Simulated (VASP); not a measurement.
Output of a VASP run:

### OSZICAR
```
       N       E                     dE             d eps       ncg     rms          rms(c)
DAV:   1     0.584917690439E+03    0.58492E+03   -0.23641E+04   168   0.123E+03
DAV:   2     0.436047227385E+02   -0.54131E+03   -0.46934E+03   188   0.347E+02
DAV:   3    -0.592104655443E+02   -0.10282E+03   -0.97532E+02   206   0.169E+02
DAV:   4    -0.642870833913E+02   -0.50766E+01   -0.49637E+01   184   0.389E+01
DAV:   5    -0.644236653724E+02   -0.13658E+00   -0.13647E+00   202   0.646E+00    0.356E+01
DAV:   6    -0.683438134169E+02   -0.39201E+01   -0.22240E+02   210   0.138E+02    0.822E+01
DAV:   7    -0.436308359055E+02    0.24713E+02   -0.82823E+01   212   0.842E+01    0.135E+01
DAV:   8    -0.435637470962E+02    0.67089E-01   -0.62071E+00   208   0.265E+01    0.136E+01
DAV:   9    -0.460201529420E+02   -0.24564E+01   -0.54243E+00   204   0.467E+01    0.232E+01
DAV:  10    -0.436636917422E+02    0.23565E+01   -0.26027E+00   220   0.281E+01    0.751E+00
DAV:  11    -0.434377058120E+02    0.22599E+00   -0.10280E+00   222   0.146E+01    0.443E+00
DAV:  12    -0.435246647235E+02   -0.86959E-01   -0.27406E-01   224   0.464E+00    0.300E+00
DAV:  13    -0.435573796502E+02   -0.32715E-01   -0.15322E-01   236   0.516E+00    0.425E+00
DAV:  14    -0.435580862668E+02   -0.70662E-03   -0.45671E-02   238   0.295E+00    0.167E+00
DAV:  15    -0.435697875008E+02   -0.11701E-01   -0.94034E-03   186   0.101E+00    0.922E-01
DAV:  16    -0.435792246831E+02   -0.94372E-02   -0.23499E-02   208   0.562E-01    0.341E-01
DAV:  17    -0.435881338718E+02   -0.89092E-02   -0.14962E-03   200   0.504E-01    0.110E+00
DAV:  18    -0.435924260049E+02   -0.42921E-02   -0.17451E-03   192   0.683E-01    0.228E-01
DAV:  19    -0.436025353298E+02   -0.10109E-01   -0.13631E-03   204   0.384E-01    0.261E-01
DAV:  20    -0.436092309682E+02   -0.66956E-02   -0.84013E-04   200   0.340E-01    0.233E-01
DAV:  21    -0.436128788143E+02   -0.36478E-02   -0.42507E-04   186   0.246E-01    0.111E-01
DAV:  22    -0.436166459055E+02   -0.37671E-02   -0.33092E-04   176   0.183E-01    0.130E-01
DAV:  23    -0.436202419913E+02   -0.35961E-02   -0.30773E-04   180   0.150E-01    0.677E-02
DAV:  24    -0.436209343770E+02   -0.69239E-03   -0.95947E-05   178   0.844E-02    0.263E-02
DAV:  25    -0.436210134194E+02   -0.79042E-04   -0.22145E-05   196   0.428E-02    0.202E-02
DAV:  26    -0.436210280348E+02   -0.14615E-04   -0.16356E-06   132   0.156E-02    0.380E-03
DAV:  27    -0.436210556639E+02   -0.27629E-04   -0.12775E-06   148   0.129E-02    0.137E-02
DAV:  28    -0.436210809161E+02   -0.25252E-04   -0.15688E-06   154   0.172E-02    0.125E-02
DAV:  29    -0.436210849202E+02   -0.40040E-05   -0.41888E-07   120   0.101E-02    0.925E-04
DAV:  30    -0.436210888944E+02   -0.39742E-05   -0.17503E-07   120   0.231E-03    0.804E-04
DAV:  31    -0.436210903439E+02   -0.14495E-05   -0.53293E-08   120   0.118E-03    0.100E-03
DAV:  32    -0.436210912949E+02   -0.95099E-06   -0.38775E-08   122   0.946E-04
   1 F= -.43621091E+02 E0= -.43582657E+02  d E =-.768676E-01  mag=    11.9999
```

### OUTCAR
```
------------------------ aborting loop because EDIFF is reached ----------------------------------------
  FORCE on cell =-STRESS in cart. coord.  units (eV):
  Direction    XX          YY          ZZ          XY          YZ          ZX
  --------------------------------------------------------------------------------------
  Total        1.3020814      1.3020814    -16.3712810      0.0000000      0.0000000      0.0000000
  in kB       13.0100736     13.0100736   -163.5777724      0.0000000      0.0000000      0.0000000
  external PRESSURE =     -45.8525417 kB  Pullay stress =       0.0000000 kB
  volume of cell :      160.35
      direct lattice vectors                 reciprocal lattice vectors
     2.971342000  0.000000000  0.000000000     0.336548267  0.336548267  0.000000000
    -2.971342000  2.971342000  0.000000000     0.000000000  0.336548267  0.000000000
     0.000000000  0.000000000 18.162000000     0.000000000  0.000000000  0.055060015
 POSITION                                       TOTAL-FORCE (eV/Angst)
 -----------------------------------------------------------------------------------
     -1.48567      1.48567      8.05399         0.000000      0.000000     -0.583048
      0.00000      0.00000      6.00000         0.000000      0.000000      2.743404
     -1.48567      1.48567     12.16200        -0.000000     -0.000000     -2.743404
      0.00000      0.00000     10.10801         0.000000      0.000000      0.583048
      0.00000      0.00000      8.05399         0.000000     -0.000000     -0.172993
     -1.48567      1.48567      6.00000         0.000000     -0.000000     -0.210091
      0.00000      0.00000     12.16200         0.000000     -0.000000      0.210091
     -1.48567      1.48567     10.10801         0.000000     -0.000000      0.172993
 -----------------------------------------------------------------------------------
    total drift:                               -0.000000      0.000000     -0.000000
  FREE ENERGIE OF THE ION-ELECTRON SYSTEM (eV)
  ---------------------------------------------------
  free  energy   TOTEN  =       -43.6210912949 eV

  energy  without entropy=      -43.5442236454  energy(sigma->0) =      -43.58265747

 total charge

# of ion       s       p       d       tot
------------------------------------------
    1        0.274   0.455   7.022   7.751
    2        0.206   0.413   6.971   7.589
    3        0.206   0.413   6.971   7.589
    4        0.274   0.455   7.022   7.751
    5        1.518   3.587   0.000   5.104
    6        1.480   3.594   0.000   5.074
    7        1.480   3.594   0.000   5.074
    8        1.518   3.587   0.000   5.104
--------------------------------------------------
tot          6.953  16.098  27.986  51.037

 magnetization (x)

# of ion       s       p       d       tot
------------------------------------------
    1        0.040   0.018   2.560   2.618
    2        0.009   0.023   2.600   2.632
    3        0.009   0.023   2.600   2.632
    4        0.040   0.018   2.560   2.618
    5        0.058   0.296   0.000   0.353
    6        0.021   0.208   0.000   0.229
    7        0.021   0.208   0.000   0.229
    8        0.058   0.296   0.000   0.353
--------------------------------------------------
tot          0.254   1.090  10.321  11.665
```
(Selected blocks of OUTCAR.)

**POSCAR**
```
CoO
1
    2.9713420000     0.0000000000     0.0000000000
   -2.9713420000     2.9713420000     0.0000000000
    0.0000000000     0.0000000000    18.1620000000
Co O
4 4
Direct
  1.0000000000   0.5000000000   0.4434530000
  0.0000000000   0.0000000000   0.3303600000
  1.0000000000   0.5000000000   0.6696400000
  0.0000000000   0.0000000000   0.5565470000
  0.0000000000   0.0000000000   0.4434530000
  1.0000000000   0.5000000000   0.3303600000
  0.0000000000   0.0000000000   0.6696400000
  1.0000000000   0.5000000000   0.5565470000
```

Q: Write an INCAR and KPOINTS that could have produced this output.

A: This is not unique; one that fits is the input of the run itself, PBE GGA, plane waves, VASP's PBE PAW potentials (set 64).

KPOINTS:
```
Automatic mesh
0
G
1 1 1
0 0 0
```

INCAR:
```
# general
SYSTEM  = CoO
PREC    = Accurate
ENCUT   = 400
LREAL   = .False.
LASPH   = .True.

# electronic loop
EDIFF   = 1E-6
NELM    = 100
ALGO    = Normal
LMAXMIX = 4

# smearing
ISMEAR  = 0
SIGMA   = 0.1

# functional
GGA     = PE

# spin
ISPIN   = 2
MAGMOM  = 3.0 3.0 3.0 3.0 0.0 0.0 0.0 0.0

# ions
ISIF    = 2

# output
LWAVE   = .False.
LCHARG  = .False.
LORBIT  = 11
```

POTCAR, in this order: Co O (PBE.64 set). Program: vasp_std.

At this cut-off the stress carries a Pulay error, which pulls relaxed volumes low. The cell holds a wide vacuum, so values per volume refer to the whole cell. The moments were started parallel, and other spin orders were not tried in this run.

The cell is a sheet with vacuum, built from a generated structure.
